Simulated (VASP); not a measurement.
# Mg₄Te₃S, relaxation of the atoms: which settings are enough?

Mg₄Te₃S, P1 (no. 1), 8 atoms in the cell. PBEsol, relaxation of the atoms; PAW potentials Te, S, Mg (PBE set). VASP 6.6.1.

Wanted: energy within 1 meV/atom; two shortest distances of each atom within 0.01 Å.

POSCAR:
```
Mg4Te3S
1.0
    4.4591977957      0.0000000000      0.0000000000
    0.0000000000      8.9838411524      0.0000000000
    0.0000000000      0.0000000000      6.2522580000
Te S Mg
3 1 4
Direct
    0.5100220000      0.7416560000      0.2513920000
   -0.0155950000      0.0038490000      0.7596210000
    0.4963100000      0.2628950000      0.2517700000
    0.0092220000      0.4970860000      0.7506340000
    0.4932100000      0.4956110000      0.5320470000
    0.0139570000      0.7229740000      0.9755470000
    0.4925040000     -0.0051170000      0.4890440000
    0.0003700000      0.2810450000      0.9899440000
```

The series start from Force threshold EDIFFG (eV/Å): -0.02; Electronic threshold EDIFF (eV): 1e-6; Relaxation method: conjugate gradient, POTIM 0.5; Mixing and least electronic steps: default. Each series keeps the choices made before it, and each single choice may use up half of a tolerance.

## Force threshold EDIFFG (eV/Å)

| Force threshold EDIFFG (eV/Å) | Energy less reference (meV/atom) | Two shortest distances of each atom, largest deviation (Å) | Time (s) |
|---|---|---|---|
| -0.1 | 1.2 | 0.024 | 13 |
| -0.05 | 0.1 | 0.004 | 24 |
| -0.03 | 0.1 | 0.004 | 22 |
| -0.02 | 0.1 | 0.002 | 31 |
| -0.01 | 0.0 | 0.001 | 34 |
| -0.005 | 0.0 | 0.001 | 40 |
| -0.002 (reference) | 0.0 | 0.000 | 46 |

Chosen: -0.05, the loosest value from which every tighter one stays within half of the tolerance.

## Electronic threshold EDIFF (eV)

| Electronic threshold EDIFF (eV) | Energy less reference (meV/atom) | Two shortest distances of each atom, largest deviation (Å) | SCF iterations | Time (s) |
|---|---|---|---|---|
| 0.001 | 0.0 | 0.004 | 34 | 17 |
| 0.0001 | 0.0 | 0.001 | 43 | 20 |
| 1e-5 | 0.0 | 0.002 | 55 | 21 |
| 1e-6 | 0.0 | 0.000 | 59 | 24 |
| 1e-7 (reference) | 0.0 | 0.000 | 74 | 26 |

Chosen: 0.001.

## Relaxation method

| Relaxation method | Energy less reference (meV/atom) | Two shortest distances of each atom, largest deviation (Å) | SCF iterations | Time (s) |
|---|---|---|---|---|
| conjugate gradient, POTIM 0.5 | 0.0 | 0.000 | 34 | 17 |
| conjugate gradient, POTIM 0.2 | 0.2 | 0.006 | 38 | 19 |
| conjugate gradient, POTIM 1.0 | 0.0 | 0.004 | 31 | 14 |
| quasi-Newton, POTIM 0.5 | 0.4 | 0.005 | 22 | 9.9 |
| quasi-Newton, POTIM 0.3, 10 steps kept | 0.5 | 0.005 | 23 | 10 |
| quasi-Newton, POTIM 0.5, at least 5 electronic steps | 0.3 | 0.005 | 40 | 15 |
| damped dynamics, POTIM 0.2, SMASS 0.4 | 0.3 | 0.003 | 32 | 16 |
| damped dynamics, POTIM 0.4, SMASS 0.8 | 0.3 | 0.004 | 27 | 13 |
| velocity quench, POTIM 0.1 | 0.4 | 0.006 | 23 | 10 |

Chosen: quasi-Newton, POTIM 0.5, the fastest of those that stay within half of the tolerance.

## Mixing and least electronic steps

| Mixing and least electronic steps | Energy less reference (meV/atom) | Two shortest distances of each atom, largest deviation (Å) | SCF iterations | Time (s) |
|---|---|---|---|---|
| default | 0.0 | 0.000 | 22 | 9.9 |
| MAXMIX 40 | 0.2 | 0.006 | 20 | 9.0 |
| NELMIN 4 | -0.1 | 0.003 | 34 | 14 |
| NELMIN 4, MAXMIX 40 | -0.2 | 0.003 | 34 | 16 |
| ALGO Fast | -0.1 | 0.004 | 28 | 15 |

Chosen: default; no other choice that stays within half of the tolerance saves 30 % of the time.

## All choices together

| Input | Energy less reference (meV/atom) | Two shortest distances of each atom, largest deviation (Å) | Time (s) |
|---|---|---|---|
| program defaults (naive) | 0.0 | 0.003 | 25 |
| chosen settings | 0.5 | 0.005 | 9.9 |
| reference settings throughout | 0.0 | 0.000 | 61 |

The tolerance is met.

## The input

INCAR:
```
SYSTEM = Mg4Te3S
  PREC = Normal
  ENCUT = 300
  EDIFF = 0.001
  ISMEAR = 0
  SIGMA = 0.05
  LREAL = .FALSE.
  LASPH = .TRUE.
  NELM = 100
  ALGO = Normal
  LWAVE = .FALSE.
  LCHARG = .FALSE.
  GGA = PS
  IBRION = 1
  NSW = 150
  ISIF = 2
  EDIFFG = -0.05
  POTIM = 0.5
  KPAR = 4
```

KPOINTS:
```
k-points
0
Gamma
  4 2 3
```

Commands:
```
cat potpaw_PBE.64/Te/POTCAR potpaw_PBE.64/S/POTCAR potpaw_PBE.64/Mg/POTCAR > POTCAR
mpirun -np 4 vasp_std > vasp.out
```

The naive input happens to agree within the tolerance here, in 25 s.

Limits: the start was distorted on purpose (atoms moved at random), so the space group given is the start's and not the crystal's.

The chosen input took VASP 6.6.1 9.9 s on 4 cores (Intel Xeon 6975P-C (Granite Rapids)), a shared host.

## An input that fails: ionic step far too long

VASP's message: internal error in: us.F  at line: 1398 internal ERROR SETYLM_AUG: -8 48 1872 32 -9 47 47 If you are not a developer, you should not encounter this problem. Please submit a bug report.

Changes against the starting input:
```
- NELM = 100
- IBRION = 2
- NSW = 150
- POTIM = 0.5
+ NELM = 60
+ IBRION = 3
+ NSW = 30
+ POTIM = 5.0
+ SMASS = 0.4
```
